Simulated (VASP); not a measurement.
These are LDA (Ceperley-Alder, Perdew-Zunger), VASP's LDA PAW potentials (set 64) (plane waves; VASP) values and carry that method's errors.

The input files of a VASP run:

File KPOINTS:
```
Automatic mesh
0
Gamma
8 8 8
0 0 0
```

**INCAR**
```
ALGO = Normal
EDIFF = 1E-6
EDIFFG = -0.01
ENCUT = 520
IBRION = 2
ISIF = 3
ISMEAR = 0
LASPH = .TRUE.
LCHARG = .FALSE.
LMAXMIX = 6
LREAL = .FALSE.
LWAVE = .FALSE.
NELM = 100
NSW = 60
PREC = Accurate
SIGMA = 0.05
SYSTEM = HfO2
```

POSCAR:
```
HfO2
1.0
  0.0000000000   2.5400000000   2.5400000000
  2.5400000000   0.0000000000   2.5400000000
  2.5400000000   2.5400000000   0.0000000000
Hf O
1 2
Cartesian
  0.0000000000   0.0000000000   0.0000000000
  1.2700000000   1.2700000000   1.2700000000
  3.8100000000   3.8100000000   3.8100000000
```

POTCAR, in this order: Hf_pv O (LDA.64 set). Program: vasp_std.

The resulting files:

**OUTCAR**
```
 ion  position               nearest neighbor table
   1  0.000  0.000  0.000-   3 2.20   3 2.20   3 2.20   2 2.20   3 2.20   2 2.20   2 2.20   2 2.20
  LATTYP: Found a face centered cubic cell.
 ALAT       =     5.0800000000
 Subroutine PRICEL returns:
 Original cell was already a primitive cell.
 Subroutine GETGRP returns: Found 48 space group operations
The static configuration has the point symmetry O_h .
The dynamic configuration has the point symmetry O_h .
 Subroutine INISYM returns: Found 48 space group operations
 Subroutine IBZKPT returns following result:
 Found     29 irreducible k-points:

 Following reciprocal coordinates:
            Coordinates               Weight
  0.000000  0.000000  0.000000      1.000000
  0.125000  0.000000  0.000000      8.000000
  0.250000  0.000000  0.000000      8.000000
  0.375000  0.000000  0.000000      8.000000
  0.500000  0.000000  0.000000      4.000000
  0.125000  0.125000  0.000000      6.000000
  0.250000  0.125000  0.000000     24.000000
  0.375000  0.125000  0.000000     24.000000
  0.500000  0.125000  0.000000     24.000000
 -0.375000  0.125000  0.000000     24.000000
 -0.250000  0.125000  0.000000     24.000000
 -0.125000  0.125000  0.000000     12.000000
  0.250000  0.250000  0.000000      6.000000
  0.375000  0.250000  0.000000     24.000000
  0.500000  0.250000  0.000000     24.000000
 -0.375000  0.250000  0.000000     24.000000
 -0.250000  0.250000  0.000000     12.000000
  0.375000  0.375000  0.000000      6.000000
  0.500000  0.375000  0.000000     24.000000
 -0.375000  0.375000  0.000000     12.000000
  0.500000  0.500000  0.000000      3.000000
  0.375000  0.250000  0.125000     24.000000
  0.500000  0.250000  0.125000     48.000000
 -0.375000  0.250000  0.125000     24.000000
  0.500000  0.375000  0.125000     24.000000
...
```

File OSZICAR:
```
       N       E                     dE             d eps       ncg     rms          rms(c)
DAV:   1     0.979792841948E+02    0.97979E+02   -0.12940E+04   870   0.145E+03
DAV:   2    -0.348502784565E+02   -0.13283E+03   -0.13091E+03  1136   0.324E+02
DAV:   3    -0.386274067894E+02   -0.37771E+01   -0.37744E+01  1108   0.530E+01
DAV:   4    -0.386495125217E+02   -0.22106E-01   -0.22102E-01  1094   0.439E+00
DAV:   5    -0.386496964851E+02   -0.18396E-03   -0.18396E-03  1087   0.363E-01    0.492E+01
DAV:   6    -0.332323218480E+02    0.54174E+01   -0.30149E+01   968   0.380E+01    0.441E+01
DAV:   7    -0.330577221328E+02    0.17460E+00   -0.87200E-01  1024   0.869E+00    0.294E+01
DAV:   8    -0.329947533283E+02    0.62969E-01   -0.25095E-01  1101   0.503E+00    0.587E+00
DAV:   9    -0.329829645495E+02    0.11789E-01   -0.38934E-02  1031   0.186E+00    0.179E+00
DAV:  10    -0.329825946623E+02    0.36989E-03   -0.30143E-03  1180   0.424E-01    0.176E-01
DAV:  11    -0.329825815790E+02    0.13083E-04   -0.16584E-04   975   0.106E-01    0.125E-01
DAV:  12    -0.329825812093E+02    0.36970E-06   -0.65998E-06  1185   0.226E-02
   1 F= -.32982581E+02 E0= -.32982581E+02  d E =-.329826E+02
       N       E                     dE             d eps       ncg     rms          rms(c)
DAV:   1    -0.352787788187E+02   -0.22962E+01   -0.62915E+01   982   0.798E+01    0.266E+01
DAV:   2    -0.331904105921E+02    0.20884E+01   -0.85150E+00   926   0.229E+01    0.920E+00
DAV:   3    -0.328801499995E+02    0.31026E+00   -0.40745E-01  1024   0.650E+00    0.579E+00
DAV:   4    -0.328213253939E+02    0.58825E-01   -0.18290E-01  1087   0.389E+00    0.404E+00
DAV:   5    -0.328225964596E+02   -0.12711E-02   -0.29697E-02  1066   0.124E+00    0.271E+00
DAV:   6    -0.328198765575E+02    0.27199E-02   -0.11740E-02   961   0.766E-01    0.156E-01
DAV:   7    -0.328198991325E+02   -0.22575E-04   -0.33809E-04  1087   0.169E-01    0.384E-02
DAV:   8    -0.328198931802E+02    0.59524E-05   -0.48975E-05  1059   0.559E-02    0.209E-02
DAV:   9    -0.328198927198E+02    0.46041E-06   -0.26472E-06   916   0.156E-02
   2 F= -.32819893E+02 E0= -.32819893E+02  d E =0.162688E+00
       N       E                     dE             d eps       ncg     rms          rms(c)
DAV:   1    -0.339972907092E+02   -0.11774E+01   -0.23157E+01   961   0.471E+01    0.176E+01
DAV:   2    -0.332235840820E+02    0.77371E+00   -0.35553E+00   919   0.147E+01    0.587E+00
DAV:   3    -0.331001837357E+02    0.12340E+00   -0.20134E-01  1017   0.393E+00    0.390E+00
DAV:   4    -0.330741967366E+02    0.25987E-01   -0.95037E-02  1101   0.267E+00    0.251E+00
DAV:   5    -0.330738812765E+02    0.31546E-03   -0.21587E-03  1010   0.393E-01    0.134E+00
DAV:   6    -0.330737651905E+02    0.11609E-03   -0.98873E-04  1115   0.204E-01    0.177E-01
DAV:   7    -0.330737586967E+02    0.64938E-05   -0.94944E-05   933   0.694E-02    0.349E-02
DAV:   8    -0.330737559256E+02    0.27711E-05   -0.99200E-06  1087   0.261E-02    0.141E-02
DAV:   9    -0.330737558523E+02    0.73304E-07   -0.51508E-07   484   0.610E-03
   3 F= -.33073756E+02 E0= -.33073756E+02  d E =-.911746E-01
       N       E                     dE             d eps       ncg     rms          rms(c)
DAV:   1    -0.330740150865E+02   -0.25916E-03   -0.49141E-03   968   0.687E-01    0.234E-01
DAV:   2    -0.330738496815E+02    0.16540E-03   -0.75988E-04   940   0.212E-01    0.739E-02
DAV:   3    -0.330738245931E+02    0.25088E-04   -0.38833E-05  1038   0.563E-02    0.513E-02
DAV:   4    -0.330738190028E+02    0.55903E-05   -0.18905E-05  1087   0.379E-02    0.355E-02
DAV:   5    -0.330738189216E+02    0.81148E-07   -0.99458E-07   554   0.794E-03
   4 F= -.33073819E+02 E0= -.33073819E+02  d E =-.912377E-01
```

**OUTCAR**
```
------------------------ aborting loop because EDIFF is reached ----------------------------------------
  FORCE on cell =-STRESS in cart. coord.  units (eV):
  Direction    XX          YY          ZZ          XY          YZ          ZX
  --------------------------------------------------------------------------------------
  Total       -0.0117870     -0.0117870     -0.0117870     -0.0000000      0.0000000     -0.0000000
  in kB       -0.6108389     -0.6108389     -0.6108389     -0.0000000      0.0000000     -0.0000000
  external PRESSURE =      -0.6108389 kB  Pullay stress =       0.0000000 kB
  volume of cell :       30.92
      direct lattice vectors                 reciprocal lattice vectors
     0.000000000  2.491066245  2.491066245    -0.200717264  0.200717264  0.200717264
     2.491066245 -0.000000000  2.491066245     0.200717264 -0.200717264  0.200717264
     2.491066245  2.491066245  0.000000000     0.200717264  0.200717264 -0.200717264
 POSITION                                       TOTAL-FORCE (eV/Angst)
 -----------------------------------------------------------------------------------
      0.00000      2.49107      2.49107         0.000000     -0.000000      0.000000
      1.24553      1.24553      1.24553        -0.000000     -0.000000     -0.000000
      3.73660      3.73660      3.73660        -0.000000      0.000000      0.000000
 -----------------------------------------------------------------------------------
    total drift:                               -0.000000     -0.000000      0.000000
  FREE ENERGIE OF THE ION-ELECTRON SYSTEM (eV)
  ---------------------------------------------------
  free  energy   TOTEN  =       -33.0738189216 eV

  energy  without entropy=      -33.0738189216  energy(sigma->0) =      -33.07381892

 reached required accuracy - stopping structural energy minimisation
```
(Selected blocks of OUTCAR.)

### CONTCAR
```
HfO2
   1.00000000000000
     0.0000000000000000    2.4910662445527416    2.4910662445527416
     2.4910662445527416   -0.0000000000000000    2.4910662445527416
     2.4910662445527416    2.4910662445527416    0.0000000000000000
  Hf              O
     1     2
Direct
     1.0000000000000000    0.0000000000000000    0.0000000000000000
     0.2500000000000000    0.2500000000000000    0.2500000000000000
     0.7500000000000000    0.7500000000000000    0.7500000000000000
```

Energy and stress use the plane-wave basis of the starting cell.

The compound is HfO2 in the fluorite structure, the high-temperature cubic form, which is unstable at 0 K; the monoclinic form is the stable one. This run relaxes it. Symmetry was kept, so distortions that lower it aren't found.
